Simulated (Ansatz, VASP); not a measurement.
# Cross-check of SnTe between VASP and Ansatz, part 2 of 2

One calculation is typed for both programs; each brings its own data sets. How far apart do they land? The cell is taken from a series of runs on this material, whose earlier steps may have relaxed, scaled, displaced or heated it; both programs get it as it stands.

VASP 6.6.1 and Ansatz 0.2.0.

So far: Set-up; Ansatz: zone-centre phonons, LDA.

## (3) VASP: zone-centre phonons, LDA

Level of this step: LDA; plane waves and PAW (Sn_d, Te) (VASP).

The same cell, functional (in two slightly different forms), mesh and smearing now go to VASP, with its own data sets.

Lines of VASP's logs that name or quote its potential files are left out, and so is its time.

Contents of INCAR:

```
SYSTEM = SnTe
PREC = Accurate
ENCUT = 500
EDIFF = 1E-08
NELM = 120
ISMEAR = 0
SIGMA = 0.01
LREAL = .FALSE.
ALGO = Normal
GGA = PW92
NBANDS = 16
LORBIT = 11
LWAVE = .FALSE.
LCHARG = .FALSE.
ISIF = 2
IBRION = 8
LASPH = .TRUE.
GGA_COMPAT = .FALSE.
KPAR = 2
```

Contents of POSCAR:

```
SnTe
1.0
   -0.1027224455      3.0958538644      3.1177469265
    3.0958538644     -0.1027224455      3.1177469265
    2.9931314189      2.9931314189      0.0000000000
Sn Te
1 1
Direct
    0.0000000000      0.0000000000      0.0000000000
    0.5000000000      0.5000000000      0.5000000000
```

Contents of KPOINTS:

```
Automatic mesh
0
Gamma
12 12 12
0 0 0
```

PAW data sets: Sn_d and Te (LDA family, release 64).

Run with:

```console
$ mpirun -np 2 vasp_std
```

Numbers of over 12 decimals in the logs are rounded to 6 here.

The program printed:

```text
[banner, memory and clock lines left out]
running    2 mpi-ranks, on    1 nodes
 distrk:  each k-point on    1 cores,    2 groups
 distr:  one band on    1 cores,    1 groups

 POSCAR found type information on POSCAR SnTe
 POSCAR found :  2 types and       2 ions
|                                                                             |
|               ----> ADVICE to this user running VASP <----                  |
|                                                                             |
|     You enforced a specific xc type in the INCAR file but a different       |
|     [... a line on the potential file left out ...]
|     I HOPE YOU KNOW WHAT YOU ARE DOING!                                     |
|                                                                             |

 LDA part: xc-table for (Slater(with rela. corr.)+PW92), standard interpolation
 POSCAR, INCAR and KPOINTS ok, starting setup
 FFT: planning ... GRIDC
 FFT: planning ... GRID_SOFT
 FFT: planning ... GRID
 WAVECAR not read
 entering main loop
       N       E                     dE             d eps       ncg     rms          rms(c)
DAV:   1     0.121044988741E+03    0.12104E+03   -0.94573E+03  9080   0.141E+03
DAV:   2     0.126961129270E+01   -0.11978E+03   -0.11716E+03  9856   0.347E+02
DAV:   3    -0.858548129045E+01   -0.98551E+01   -0.98074E+01 11280   0.877E+01
DAV:   4    -0.885004733751E+01   -0.26457E+00   -0.26451E+00 11088   0.156E+01
DAV:   5    -0.886172368738E+01   -0.11676E-01   -0.11676E-01 13232   0.302E+00    0.511E+00
DAV:   6    -0.881107911051E+01    0.50645E-01   -0.10383E-01 13104   0.233E+00    0.324E+00
DAV:   7    -0.880649056803E+01    0.45885E-02   -0.39307E-02 11952   0.109E+00    0.680E-01
DAV:   8    -0.880550159822E+01    0.98897E-03   -0.67053E-03 11424   0.663E-01    0.145E-01
DAV:   9    -0.880553628025E+01   -0.34682E-04   -0.52946E-04 12592   0.214E-01    0.506E-02
DAV:  10    -0.880551874272E+01    0.17538E-04   -0.62143E-05 11760   0.715E-02    0.232E-02
DAV:  11    -0.880551907866E+01   -0.33595E-06   -0.18956E-05 12088   0.360E-02    0.131E-02
DAV:  12    -0.880551873098E+01    0.34769E-06   -0.17547E-06 11304   0.115E-02    0.782E-03
DAV:  13    -0.880551870119E+01    0.29787E-07   -0.24265E-07 11768   0.339E-03    0.156E-03
DAV:  14    -0.880551869435E+01    0.68435E-08   -0.25207E-08  8680   0.220E-03
   1 F= -.88055187E+01 E0= -.88055141E+01  d E =-.918480E-05
 Linear response reoptimize wavefunctions to high precision
DAV:   1    -0.880551869483E+01   -0.48067E-09   -0.33616E-09 11488   0.354E-04
DAV:   2    -0.880551869484E+01   -0.90949E-11   -0.88418E-11  6072   0.805E-05
 Linear response DOF=           4
 Linear response progress:
  Degree of freedom:   1/  4
       N       E                     dE             d eps       ncg     rms          rms(c)
RMM:   1    -0.217483753730E+00   -0.21748E+00    0.35057E-01 18393   0.107E+01
RMM:   2    -0.222940196446E+00   -0.54564E-02   -0.11964E-02 27134   0.882E-01    0.872E-02
RMM:   3    -0.222800042433E+00    0.14015E-03   -0.93500E-04 29846   0.246E-01    0.460E-02
RMM:   4    -0.222544964136E+00    0.25508E-03   -0.85408E-05 29946   0.741E-02    0.839E-03
RMM:   5    -0.222543499375E+00    0.14648E-05   -0.77056E-06 30923   0.228E-02    0.379E-03
RMM:   6    -0.222550319657E+00   -0.68203E-05   -0.12709E-06 30504   0.782E-03    0.130E-03
RMM:   7    -0.222550270065E+00    0.49592E-07   -0.34293E-07 31241   0.310E-03    0.782E-04
RMM:   8    -0.222547865942E+00    0.24041E-05    0.16470E-07 30274   0.135E-03    0.204E-04
RMM:   9    -0.222547745595E+00    0.12035E-06    0.39580E-07 32122   0.622E-04    0.217E-04
RMM:  10    -0.222547517836E+00    0.22776E-06    0.56105E-07 31624   0.306E-04    0.173E-04
RMM:  11    -0.222547584448E+00   -0.66613E-07    0.48429E-07 33315   0.158E-04    0.300E-04
RMM:  12    -0.222547257701E+00    0.32675E-06    0.23597E-07 30280   0.105E-04    0.141E-04
RMM:  13    -0.222547134749E+00    0.12295E-06    0.10992E-07 31758   0.587E-05    0.545E-05
RMM:  14    -0.222547103041E+00    0.31707E-07    0.49663E-08 31747   0.339E-05    0.396E-05
RMM:  15    -0.222547033614E+00    0.69427E-07    0.24670E-08 29811   0.258E-05    0.105E-05
RMM:  16    -0.222547010069E+00    0.23545E-07    0.10577E-08 31202   0.197E-05    0.328E-06
RMM:  17    -0.222547012490E+00   -0.24216E-08    0.33293E-09 23618   0.157E-05    0.154E-06
 first order change of Fermi-energy  -0.30337E-05
 force on displaced ion       1 direction 1 :  -0.466  -0.360   0.000
 Linear response progress:
  Degree of freedom:   2/  4
       N       E                     dE             d eps       ncg     rms          rms(c)
RMM:   1    -0.217485216120E+00   -0.21749E+00    0.35389E-01 10831   0.107E+01
RMM:   2    -0.222950338534E+00   -0.54651E-02   -0.11926E-02 15823   0.879E-01    0.828E-02
RMM:   3    -0.222820827508E+00    0.12951E-03   -0.92498E-04 17396   0.243E-01    0.436E-02
RMM:   4    -0.222575604580E+00    0.24522E-03   -0.83325E-05 17484   0.728E-02    0.835E-03
RMM:   5    -0.222573252494E+00    0.23521E-05   -0.76449E-06 18009   0.224E-02    0.378E-03
RMM:   6    -0.222578856777E+00   -0.56043E-05   -0.13100E-06 17842   0.774E-03    0.135E-03
RMM:   7    -0.222578962774E+00   -0.10600E-06   -0.32721E-07 18298   0.304E-03    0.733E-04
RMM:   8    -0.222576116683E+00    0.28461E-05    0.11672E-07 17614   0.136E-03    0.114E-04
RMM:   9    -0.222576283474E+00   -0.16679E-06    0.26190E-07 18739   0.617E-04    0.209E-04
RMM:  10    -0.222576202259E+00    0.81215E-07    0.39186E-07 18996   0.294E-04    0.233E-04
RMM:  11    -0.222576173149E+00    0.29109E-07    0.37242E-07 18764   0.158E-04    0.367E-04
RMM:  12    -0.222575874695E+00    0.29845E-06    0.24267E-07 17011   0.912E-05    0.943E-05
RMM:  13    -0.222575635666E+00    0.23903E-06    0.12043E-07 18188   0.608E-05    0.998E-05
RMM:  14    -0.222575566896E+00    0.68770E-07    0.45788E-08 18726   0.362E-05    0.134E-04
RMM:  15    -0.222575599975E+00   -0.33079E-07    0.22974E-08 18764   0.247E-05    0.568E-05
RMM:  16    -0.222575645039E+00   -0.45063E-07    0.73462E-09 17595   0.188E-05    0.164E-06
RMM:  17    -0.222575652847E+00   -0.78088E-08    0.54288E-09 14570   0.149E-05    0.794E-06
 first order change of Fermi-energy  -0.18708E-04
 force on displaced ion       1 direction 3 :  -0.000  -0.000  -0.329
 Linear response progress:
  Degree of freedom:   3/  4
       N       E                     dE             d eps       ncg     rms          rms(c)
RMM:   1    -0.478612947235E-01   -0.47861E-01    0.63448E-02 33190   0.900E-01
RMM:   2    -0.482375298482E-01   -0.37624E-03   -0.20625E-03 28781   0.226E-01    0.709E-02
RMM:   3    -0.483860393874E-01   -0.14851E-03   -0.17191E-04 29198   0.657E-02    0.506E-02
RMM:   4    -0.486125903972E-01   -0.22655E-03   -0.25867E-05 28713   0.323E-02    0.589E-03
RMM:   5    -0.486194326387E-01   -0.68422E-05   -0.10977E-06 29724   0.789E-03    0.307E-03
RMM:   6    -0.486205624573E-01   -0.11298E-05   -0.96728E-08 29289   0.227E-03    0.764E-04
RMM:   7    -0.486189609456E-01    0.16015E-05    0.98422E-09 29884   0.479E-04    0.128E-04
RMM:   8    -0.486191379513E-01   -0.17701E-06    0.11554E-08 28787   0.159E-04    0.389E-05
RMM:   9    -0.486191170063E-01    0.20945E-07    0.20949E-07 31558   0.537E-05    0.191E-05
RMM:  10    -0.486191491495E-01   -0.32143E-07    0.38071E-07 31666   0.176E-05    0.313E-06
RMM:  11    -0.486191305277E-01    0.18622E-07    0.31160E-08 29413   0.804E-06    0.817E-07
RMM:  12    -0.486191306312E-01   -0.10347E-09    0.85368E-09 22929   0.561E-06    0.331E-07
 first order change of Fermi-energy   0.33047E-03
 force on displaced ion       2 direction 1 :  -0.490  -0.365   0.000
 Linear response progress:
  Degree of freedom:   4/  4
       N       E                     dE             d eps       ncg     rms          rms(c)
RMM:   1    -0.479469315378E-01   -0.47947E-01    0.63085E-02 19254   0.888E-01
RMM:   2    -0.483299849556E-01   -0.38305E-03   -0.20295E-03 16861   0.223E-01    0.672E-02
RMM:   3    -0.484781054230E-01   -0.14812E-03   -0.16578E-04 17066   0.643E-02    0.485E-02
RMM:   4    -0.487001676247E-01   -0.22206E-03   -0.25327E-05 16833   0.316E-02    0.580E-03
RMM:   5    -0.487078094443E-01   -0.76418E-05   -0.11304E-06 17409   0.782E-03    0.301E-03
RMM:   6    -0.487085320273E-01   -0.72258E-06   -0.95665E-08 17047   0.222E-03    0.763E-04
RMM:   7    -0.487069612005E-01    0.15708E-05   -0.26640E-10 17500   0.480E-04    0.126E-04
RMM:   8    -0.487070567511E-01   -0.95551E-07    0.42386E-08 16895   0.152E-04    0.403E-05
RMM:   9    -0.487070381282E-01    0.18623E-07    0.19773E-07 18295   0.555E-05    0.184E-05
RMM:  10    -0.487070694262E-01   -0.31298E-07    0.38024E-07 18389   0.194E-05    0.293E-06
RMM:  11    -0.487070513844E-01    0.18042E-07    0.20138E-08 16919   0.982E-06    0.849E-07
RMM:  12    -0.487070517559E-01   -0.37145E-09   -0.17617E-08 13138   0.745E-06    0.329E-07
 first order change of Fermi-energy   0.25922E-04
 force on displaced ion       2 direction 3 :  -0.000  -0.000  -0.339
 Linear response finished
```

OUTCAR, selected parts (step 3):

```text
ion  position               nearest neighbor table
   1  0.000  0.000  0.000-   2 3.10   2 3.10   2 3.10   2 3.10   2 3.12   2 3.12
   2  0.500  0.500  0.500-   1 3.10   1 3.10   1 3.10   1 3.10   1 3.12   1 3.12

  LATTYP: Found a body centered orthorhombic cell.
 ALAT       =     4.2329270466
 B/A-ratio  =     1.0686387807
 C/A-ratio  =     1.4730926814

 Subroutine GETGRP returns: Found  8 space group operations
 (whereof  8 operations were pure point group operations)

The static configuration has the point symmetry D_2h.

 Found    280 irreducible k-points:

   k-points           NKPTS =    280   k-points in BZ     NKDIM =    280   number of bands    NBANDS=     16

   dimension x,y,z NGX =    32 NGY =   32 NGZ =   32
   dimension x,y,z NGXF=    64 NGYF=   64 NGZF=   64

   ENCUT  =  500.0 eV  36.75 Ry    6.06 a.u.   8.01  8.01  7.72*2*pi/ulx,y,z

   NELECT =      20.0000    total number of electrons

 k-points in reciprocal lattice and weights: Automatic mesh
   0.00000000  0.00000000  0.00000000       0.001
   0.08333333  0.00000000  0.00000000       0.002
   0.16666667  0.00000000  0.00000000       0.002
   0.25000000  0.00000000  0.00000000       0.002
   0.33333333  0.00000000  0.00000000       0.002
   0.41666667  0.00000000  0.00000000       0.002
   0.50000000  0.00000000  0.00000000       0.001
   0.08333333  0.08333333  0.00000000       0.001
   0.16666667  0.08333333  0.00000000       0.002
[...]
0.25000000  0.25000000  0.50000000       0.001
  -0.25000000  0.25000000  0.50000000       0.001

 average (electrostatic) potential at core
       1 -99.8535       2 -88.2337

  Total        0.4339297      0.4339297      0.0254701      0.4155427      0.0000000      0.0000000
  in kB       11.6459956     11.6459956      0.6835780     11.1525164      0.0000000      0.0000000
  external PRESSURE =       7.9918564 kB  Pullay stress =       0.0000000 kB

  energy-cutoff  :      500.00
  volume of cell :       59.70
      direct lattice vectors                 reciprocal lattice vectors
    -0.102722445  3.095853864  3.117746927    -0.156319547  0.156319547  0.160372221
     3.095853864 -0.102722445  3.117746927     0.156319547 -0.156319547  0.160372221
     2.993131419  2.993131419  0.000000000     0.167049130  0.167049130 -0.160372221

 POSITION                                       TOTAL-FORCE (eV/Angst)
 -----------------------------------------------------------------------------------
      0.00000      0.00000      0.00000         0.000000     -0.000000     -0.000000
      2.99313      2.99313      3.11775        -0.000000      0.000000      0.000000
 -----------------------------------------------------------------------------------
    total drift:                                0.000000     -0.000000     -0.000000

 Eigenvectors and eigenvalues of the dynamical matrix
 ----------------------------------------------------

   1 f  =    1.827097 THz    11.479990 2PiTHz   60.945400 cm-1     7.556263 meV
             X         Y         Z           dx          dy          dz
      0.000000  0.000000  0.000000     0.504708    0.504708    0.000000
      2.993131  2.993131  3.117747    -0.495247   -0.495247    0.000000

   2 f  =    1.151933 THz     7.237809 2PiTHz   38.424352 cm-1     4.764010 meV
             X         Y         Z           dx          dy          dz
      0.000000  0.000000  0.000000     0.000000    0.000000    0.714629
      2.993131  2.993131  3.117747     0.000000    0.000000   -0.699504

   3 f  =    0.675512 THz     4.244367 2PiTHz   22.532656 cm-1     2.793692 meV
             X         Y         Z           dx          dy          dz
      0.000000  0.000000  0.000000    -0.488402    0.488402    0.000000
      2.993131  2.993131  3.117747     0.511335   -0.511335    0.000000

   4 f/i=    0.008473 THz     0.053238 2PiTHz    0.282634 cm-1     0.035042 meV
             X         Y         Z           dx          dy          dz
      0.000000  0.000000  0.000000     0.000000    0.000000   -0.699504
      2.993131  2.993131  3.117747     0.000000    0.000000   -0.714629

   5 f/i=    0.015694 THz     0.098607 2PiTHz    0.523488 cm-1     0.064904 meV
             X         Y         Z           dx          dy          dz
      0.000000  0.000000  0.000000    -0.495247   -0.495247    0.000000
      2.993131  2.993131  3.117747    -0.504708   -0.504708    0.000000

   6 f/i=    0.027701 THz     0.174051 2PiTHz    0.924007 cm-1     0.114562 meV
             X         Y         Z           dx          dy          dz
      0.000000  0.000000  0.000000    -0.511335    0.511335    0.000000
      2.993131  2.993131  3.117747    -0.488402    0.488402    0.000000

 ELASTIC MODULI CONTR FROM IONIC RELAXATION (kBar)
 Direction    XX          YY          ZZ          XY          YZ          ZX
 --------------------------------------------------------------------------------
 XX           0.0000      0.0000      0.0000      0.0000      0.0000      0.0000
 YY           0.0000      0.0000      0.0000      0.0000      0.0000      0.0000
 ZZ           0.0000      0.0000      0.0000      0.0000      0.0000      0.0000
 XY           0.0000      0.0000      0.0000      0.0000      0.0000      0.0000
 YZ           0.0000      0.0000      0.0000      0.0000      0.0000      0.0000
 ZX           0.0000      0.0000      0.0000      0.0000      0.0000      0.0000
 --------------------------------------------------------------------------------
```

## (4) Differences

Known differences besides the potentials themselves: the data sets hold 30 valence electrons in Ansatz (on its PAW soft_1 files) and 20 in VASP; the cutoff is 420 eV in Ansatz and 500 eV in VASP; VASP's log shows a relativistic correction to its local exchange, Ansatz's none. Total energies have different zeros and are not compared.

Both answers:

```tsv
quantity	Ansatz	VASP	difference
optical mode 1 (cm⁻¹)	16.6	22.5	-6.0
optical mode 2 (cm⁻¹)	35.4	38.4	-3.0
optical mode 3 (cm⁻¹)	59.8	60.9	-1.86 %
```

Modes are paired by rising frequency, not by their patterns, so a pair may set unlike modes beside each other; they are those without the splitting of longitudinal modes.

## (5) What came out

```
r.m.s. difference of the optical zone-centre modes, each program's sorted by frequency (zone-centre phonons, LDA) : 3.9 cm⁻¹
difference in optical mode 3 (zone-centre phonons, LDA)                                                           : -1.9 %
```

**Reading.** The r.m.s. difference of the optical zone-centre modes, each program's sorted by frequency is 3.9 cm⁻¹ (zone-centre phonons, LDA). The data sets hold unlike numbers of valence electrons (30 in Ansatz and 20 in VASP), so part of the differences comes from the potentials. Among the rows given in per cent, the largest difference of the zone-centre phonons, LDA pair is in optical mode 3, -1.9 %. Such differences can come from data sets, numerical settings and the points named under the comparisons, not from the functional's error against experiment.

[Lines on the potential files, build, host, timing and source positions are cut from VASP's logs without a mark.]

[Logs are printed without paths, hosts, clocks, repeated set-up lines and the standing remarks that a program may print on its own settings, such as how far it seeks lower states.]

[Hosts, paths, dates, database ids (printed as entryN), source tags and the programs' standing remarks are cut or masked in the printed files.]
